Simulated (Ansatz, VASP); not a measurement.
# AlInW (AlInW in the AlB2 type): VASP beside Ansatz, part 2 of 2

Wanted: the spread between two codes on one cell, functional and k mesh. The cell is generated by rule, not measured, and may not be a known phase. The cell is taken from a series of runs on this material, whose earlier steps may have relaxed, scaled, displaced or heated it; both programs get it as it stands.

VASP 6.6.1 and Ansatz 0.2.0.

So far: Set-up; Ansatz: relaxation of cell and atoms, PBE, pair 1; VASP: relaxation of cell and atoms, PBE, pair 1; Side by side.

## 5. VASP: relaxation of cell and atoms, PBE, pair 2

Level of this step: PBE; plane waves and PAW (W, Al, In_d); invented cell (VASP).

The relaxed volume is the usual yardstick between codes: in a stiff, nearly cubic crystal its relative difference is about their pressure difference at one cell divided by the bulk modulus.

INCAR reads:

```
SYSTEM = AlInW
PREC = Accurate
ENCUT = 600
EDIFF = 1E-07
NELM = 120
ISMEAR = 0
SIGMA = 0.1
LREAL = .FALSE.
ALGO = Normal
GGA = PE
NBANDS = 17
LASPH = .TRUE.
LORBIT = 11
LWAVE = .FALSE.
LCHARG = .FALSE.
ISIF = 3
IBRION = 2
NSW = 80
EDIFFG = -0.005
GGA_COMPAT = .FALSE.
NELMIN = 4
KPAR = 2
```

POSCAR reads:

```
AlInW
1.0
    4.6776600000      0.0000000000      0.0000000000
   -2.3388300000      4.0509730000      0.0000000000
    0.0000000000      0.0000000000      2.7679880000
W Al In
1 1 1
Direct
    0.0000000000      0.0000000000      0.0000000000
    0.3333333333      0.6666666667      0.5000000000
    0.6666666667      0.3333333333      0.5000000000
```

KPOINTS reads:

```
Automatic mesh
0
Gamma
9 9 10
0 0 0
```

The projector-augmented-wave data sets are W, Al and In_d (PBE family, release 64).

Run with:

```console
$ mpirun -np 2 vasp_std
```

Numbers of over 12 decimals in the logs are rounded to 6 here.

Log:

```text
[... set-up lines as in an earlier step ...]
 entering main loop
       N       E                     dE             d eps       ncg     rms          rms(c)
DAV:   1     0.135151872647E+03    0.13515E+03   -0.11317E+04  2456   0.166E+03
DAV:   2    -0.774658206079E+01   -0.14290E+03   -0.13924E+03  2577   0.362E+02
DAV:   3    -0.185410337048E+02   -0.10794E+02   -0.10492E+02  3237   0.957E+01
DAV:   4    -0.188698098597E+02   -0.32878E+00   -0.32553E+00  2982   0.156E+01
[...]
DAV:  13    -0.179536090354E+02    0.22729E-06   -0.47292E-07  3058   0.460E-03    0.247E-03
DAV:  14    -0.179536088400E+02    0.19543E-06   -0.60345E-08  1420   0.358E-03    0.563E-04
DAV:  15    -0.179536087694E+02    0.70643E-07   -0.13787E-08  1377   0.166E-03
   1 F= -.17953609E+02 E0= -.17949160E+02  d E =-.179536E+02
[...]
2 F= -.17953380E+02 E0= -.17948899E+02  d E =0.228637E-03
[...]
3 F= -.17954111E+02 E0= -.17949650E+02  d E =-.502136E-03
[...]
4 F= -.17954111E+02 E0= -.17949651E+02  d E =-.502116E-03
[...]
5 F= -.17954122E+02 E0= -.17949655E+02  d E =-.111802E-04
 trial-energy change:   -0.000011  1 .order   -0.000012   -0.000037    0.000012
 step:   0.6417(harm=  0.6696)  dis= 0.00000  next Energy=   -17.954124 (dE=-0.129E-04)
 reached required accuracy - stopping structural energy minimisation
```

OUTCAR, selected parts (step 5):

```text
  Total       -0.0116070     -0.0116070      0.0042079      0.0000000      0.0000000     -0.0000000
  in kB       -0.3556433     -0.3556434      0.1289315      0.0000000      0.0000000     -0.0000000
  external PRESSURE =      -0.1941184 kB  Pullay stress =       0.0000000 kB

 POSITION                                       TOTAL-FORCE (eV/Angst)
 -----------------------------------------------------------------------------------
      0.00000      0.00000      0.00000         0.000000      0.000000     -0.000000
     -0.00000      2.70034      1.38007         0.000000      0.000000      0.000000
      2.33856      1.35017      1.38007        -0.000000     -0.000000     -0.000000
 -----------------------------------------------------------------------------------
    total drift:                                0.000000      0.000000      0.000000

  FREE ENERGIE OF THE ION-ELECTRON SYSTEM (eV)
  ---------------------------------------------------
  free  energy   TOTEN  =       -17.9541220653 eV

  energy  without entropy=      -17.9451870931  energy(sigma->0) =      -17.94965458

[... 1 part as in an earlier step ...]

[... 3 further parts left out ...]
[key lines of the parts left out:]
E-fermi :   8.9567
```

## 6. Ansatz: relaxation of cell and atoms, PBE, pair 2

The same cell, functional, mesh and smearing now go to Ansatz, which takes its cutoff from its data sets.

The cell is taken from a series of runs on this material, whose earlier steps may have relaxed, scaled, displaced or heated it; both programs get it as it stands.

input.yaml reads:

```yaml
crystal:
  lattice:
    - [4.6776601755, 0.0, 0.0]
    - [-2.3388300877, 4.0509725423, 0.0]
    - [0.0, 0.0, 2.7679878128]
  atoms:
    - { symbol: W, position: [0.0, 0.0, 0.0] }
    - { symbol: Al, position: [0.3333333333, 0.6666666667, 0.5] }
    - { symbol: In, position: [0.6666666667, 0.3333333333, 0.5] }
kpoints:
  mp_grid: { grid: [9, 9, 10] }
hamiltonian:
  xc: pbe
  pseudopotentials: { kind: paw, azcp: { folder: soft_1 } }
scf:
  occupations: { method: gaussian, width: 0.1 }
output:
  forces: true
  stress: true
  eigenvalues: true
relax:
  adjacent_minimum: "off"
  f_tol: 0.005
  max_steps: 80
  cell: { stress_tol: 0.05 }
```

Run with:

```console
$ ansatz run input.yaml --threads 4 --pin off --max-ram 12288MiB --backend cpu --events-out ev --progress --plain --runs-dir out
```

Log:

```text
[...]
Crystal: 3 atoms, lattice volume = 52.451 Å³
Basis set: ecut = 420 eV, 1023 PW (Γ), exchange–correlation on 64×64×40 points (8 copies of the dense FFT grid, shifted against one another)
Bands: 19, of which v1, the nominal top of the filled ones, is band 15 counted from 1 (14 counted from 0)
Symmetry: 12 space group operations
[...]
k-points: 72 of 810 (time reversal used)
[...]
--- Relaxed structure (3 steps of the walk, 3 accepted, 1 SCFs on fresh bases) ---
[...]
cell:  # Å, volume = 52.5306 Å³
    - [4.683686, -2.8904603413978302e-11, 0.0]
    - [-2.341843, 4.056191, 0.0]
    - [0.0, 0.0, 2.765071]
  atoms:
    - { symbol: W, position: [0, 0, 0.0] }
    - { symbol: Al, position: [0.333333, 0.666667, 0.500000] }
    - { symbol: In, position: [0.666667, 0.333333, 0.500000] }
[key lines of the parts left out:]
SCF converged after 8 iterations
Free energy (F): -16519.981640 eV
Fermi energy:    14.705965 eV
P = ⅓ Tr σ = 0.0238 GPa (0.238 kbar)
```

## 7. Differences

What differs besides the data sets and the points named for the pairs above, as far as they apply: the data sets hold 30 valence electrons in Ansatz (on its PAW soft_1 files) and 22 in VASP. Total energies have different zeros and are not compared.

The two programs side by side:

| quantity | Ansatz | VASP | difference |
| --- | --- | --- | --- |
| volume (Å³) | 52.53 | 52.29 | +0.46 % |
| edge a after relaxation, in the typed setting (Å) | 4.684 | 4.677 | +0.14 % |
| edge c after relaxation, in the typed setting (Å) | 2.765 | 2.760 | +0.18 % |

## 8. VASP: zone-centre phonons, PBE

Second derivatives magnify differences that forces hide, and they need a tight electronic threshold.

INCAR reads:

```
SYSTEM = AlInW
PREC = Accurate
ENCUT = 600
EDIFF = 1E-08
NELM = 120
ISMEAR = 1
SIGMA = 0.2
LREAL = .FALSE.
ALGO = Normal
GGA = PE
NBANDS = 17
LASPH = .TRUE.
LORBIT = 11
LWAVE = .FALSE.
LCHARG = .FALSE.
ISIF = 2
IBRION = 8
GGA_COMPAT = .FALSE.
KPAR = 2
```

POSCAR reads:

```
AlInW
1.0
    4.6964986014      0.0000000000      0.0000000000
   -2.3482493007      4.0672870977      0.0000000000
    0.0000000000      0.0000000000      2.7552460416
W Al In
1 1 1
Direct
    0.0000000000      0.0000000000      0.0000000000
    0.3333333333      0.6666666667      0.5000000000
    0.6666666667      0.3333333333      0.5000000000
```

KPOINTS reads:

```
Automatic mesh
0
Gamma
4 4 6
0 0 0
```

Run with:

```console
$ mpirun -np 2 vasp_std
```

Log:

```text
[... set-up lines as in an earlier step ...]
 entering main loop
       N       E                     dE             d eps       ncg     rms          rms(c)
DAV:   1     0.138785681687E+03    0.13879E+03   -0.11177E+04   544   0.163E+03
DAV:   2    -0.743679481067E+01   -0.14622E+03   -0.14242E+03   577   0.362E+02
DAV:   3    -0.185038357235E+02   -0.11067E+02   -0.10885E+02   724   0.987E+01
DAV:   4    -0.188736751291E+02   -0.36984E+00   -0.36534E+00   646   0.161E+01
[...]
DAV:  14    -0.179712213209E+02    0.10440E-06   -0.92681E-08   697   0.343E-03    0.866E-04
DAV:  15    -0.179712212395E+02    0.81431E-07   -0.83029E-09   349   0.816E-04    0.233E-04
DAV:  16    -0.179712212484E+02   -0.89224E-08   -0.11908E-09   312   0.409E-04
   1 F= -.17971221E+02 E0= -.17968003E+02  d E =-.965510E-02
 Linear response reoptimize wavefunctions to high precision
DAV:   1    -0.179712212530E+02   -0.46150E-08   -0.69865E-10   313   0.444E-04
DAV:   2    -0.179712212529E+02    0.97998E-10   -0.22331E-10   287   0.152E-04
 Linear response DOF=           6
 Linear response progress:
[...]
RMM:  13    -0.242405792490E+00   -0.12367E-07    0.56622E-08  2972   0.241E-04    0.253E-05
RMM:  14    -0.242405814535E+00   -0.22045E-07    0.41164E-08  2961   0.177E-04    0.971E-06
RMM:  15    -0.242405813410E+00    0.11251E-08    0.28699E-08  2944   0.143E-04    0.755E-06
 first order change of Fermi-energy   0.17481E-03
 force on displaced ion       3 direction 1 :  -9.577  -0.001   0.000
 Linear response progress:
  Degree of freedom:   6/  6
       N       E                     dE             d eps       ncg     rms          rms(c)
RMM:   1    -0.217701027054E+00   -0.21770E+00    0.75709E-03   805   0.545E+00
RMM:   2    -0.222588099872E+00   -0.48871E-02   -0.15626E-02   976   0.928E-01    0.450E-02
RMM:   3    -0.222461233965E+00    0.12687E-03   -0.95266E-04  1056   0.255E-01    0.261E-02
RMM:   4    -0.222277591928E+00    0.18364E-03   -0.91886E-05  1082   0.807E-02    0.122E-02
[...]
RMM:  14    -0.222166137464E+00   -0.12755E-07    0.47685E-09  1242   0.137E-04    0.104E-05
RMM:  15    -0.222166160528E+00   -0.23064E-07   -0.21421E-09  1273   0.116E-04    0.273E-06
RMM:  16    -0.222166165685E+00   -0.51566E-08   -0.16205E-09  1111   0.102E-04    0.301E-06
 first order change of Fermi-energy   0.24546E-03
 force on displaced ion       3 direction 3 :   0.000  -0.000  -0.862
 Linear response finished
```

From OUTCAR (step 8):

```text
  Total       -0.6187458     -0.6187458      0.0146148      0.0000000      0.0000000     -0.0000000
  in kB      -18.8357719    -18.8357719      0.4449014      0.0000000      0.0000000     -0.0000000
  external PRESSURE =     -12.4088808 kB  Pullay stress =       0.0000000 kB

 POSITION                                       TOTAL-FORCE (eV/Angst)
 -----------------------------------------------------------------------------------
      0.00000      0.00000      0.00000        -0.000000      0.000000      0.000000
     -0.00000      2.71152      1.37762         0.000000     -0.000000      0.000000
      2.34825      1.35576      1.37762        -0.000000      0.000000      0.000000
 -----------------------------------------------------------------------------------
    total drift:                                0.000000     -0.000000      0.000000

[... 2 further parts left out ...]
```

## 9. Ansatz: zone-centre phonons, PBE

The same cell, functional, mesh and smearing now go to Ansatz, which takes its cutoff from its data sets.

The cell is taken from a series of runs on this material, whose earlier steps may have relaxed, scaled, displaced or heated it; both programs get it as it stands.

input.yaml reads:

```yaml
crystal:
  lattice:
    - [4.6964986014, 0.0, 0.0]
    - [-2.3482493007, 4.0672870977, 0.0]
    - [0.0, 0.0, 2.7552460416]
  atoms:
    - { symbol: W, position: [0.0, 0.0, 0.0] }
    - { symbol: Al, position: [0.3333333333, 0.6666666667, 0.5] }
    - { symbol: In, position: [0.6666666667, 0.3333333333, 0.5] }
kpoints:
  mp_grid: { grid: [4, 4, 6] }
hamiltonian:
  xc: pbe
  pseudopotentials: { kind: paw, azcp: { folder: soft_1 } }
scf:
  occupations: { method: methfessel_paxton, width: 0.2 }
output:
  eigenvalues: true
phonons:
  method: dfpt
  qmesh: [2, 2, 2]
  temperatures: { t_max: 1000, t_step: 50 }
  qpath:
    path:
      - [[0.0, 0.0, 0.0], [0.5, 0.0, 0.0], [0.33333333, 0.33333333, 0.0], [0.0, 0.0, 0.0], [0.0, 0.0, 0.5], [0.5, 0.0, 0.5], [0.33333333, 0.33333333, 0.5], [0.0, 0.0, 0.5]]
      - [[0.5, 0.0, 0.5], [0.5, 0.0, 0.0]]
      - [[0.33333333, 0.33333333, 0.5], [0.33333333, 0.33333333, 0.0]]
    npoints: 10
```

Run with:

```console
$ ansatz run input.yaml --threads 4 --pin off --max-ram 12288MiB --backend cpu --events-out ev --progress --plain --runs-dir out
```

Log:

```text
[...]
largest difference from the sums on the solved wave vectors: F 1.86e-1 eV, S 2.65e-4 and C_V 7.89e-5 eV/K
  zero-point energy: 0.084318 eV/cell   skipped modes (ω ≤ 0): 141, of them read as no rigid motion or as one in doubt: 138 (3.350e-1 modes/cell left out, lowest -52.62 cm⁻¹)   left out of the sums: 3.73e-2 of the cell's modes: C_V's classical limit lies that fraction below 3 k_B per atom; for a crystal, a wire or a layer, F and S can be off by more, and a phonons.interpolated_qmesh denser along its periods is the remedy for the sampling
[key lines of the parts left out:]
SCF converged after 10 iterations
Free energy (F): -16519.998690 eV
Fermi energy:    14.657225 eV
```

## 10. Differences

What differs besides the data sets and the points named for the pairs above, as far as they apply: VASP's run holds the zone centre alone; the data sets hold 30 valence electrons in Ansatz (on its PAW soft_1 files) and 22 in VASP. Total energies have different zeros and are not compared.

The two programs side by side:

| quantity | Ansatz | VASP | difference |
| --- | --- | --- | --- |
| optical mode 1 (imaginary, printed as negative) (cm⁻¹) | -38.1 | -39.9 | +1.8 |
| optical mode 2 (cm⁻¹) | 77.1 | 76.4 | +0.96 % |
| optical mode 3 to 4 (cm⁻¹) | 112.1 | 110.5 | +1.40 % |
| optical mode 5 to 6 (cm⁻¹) | 278.5 | 278.1 | +0.14 % |

Modes are paired by rising frequency, not by their patterns, so a pair may set unlike modes beside each other; they are those without the splitting of longitudinal modes.

## 11. Outcome

* difference in volume (relaxation of cell and atoms, PBE, pair 1): 0.52 %
* difference in volume (relaxation of cell and atoms, PBE, pair 2): 0.46 %
* r.m.s. difference of the optical zone-centre modes, each program's sorted by frequency (zone-centre phonons, PBE): 1.2 cm⁻¹
* difference in optical mode 3 to 4 (zone-centre phonons, PBE): +1.4 %

What this shows: The difference in volume is 0.52 % (relaxation of cell and atoms, PBE, pair 1), within the 1.2 % picked in this series as the mark of a large difference, as far as the stopping tolerances let one tell. The data sets hold unlike numbers of valence electrons (30 in Ansatz and 22 in VASP), so part of the differences comes from the potentials. Among the rows given in per cent, the largest difference of the zone-centre phonons, PBE pair is in optical mode 3 to 4, +1.4 %. 1 further run of this series is not shown here. Such differences can come from data sets, numerical settings and the points named under the comparisons, not from the functional's error against experiment.

[Lines on the potential files, build, host, timing and source positions are cut from VASP's logs without a mark.]

[Logs are printed without paths, hosts, clocks, repeated set-up lines and the standing remarks that a program may print on its own settings, such as how far it seeks lower states.]

[Hosts, paths, dates, database ids (printed as entryN), source tags and the programs' standing remarks are cut or masked in the printed files.]
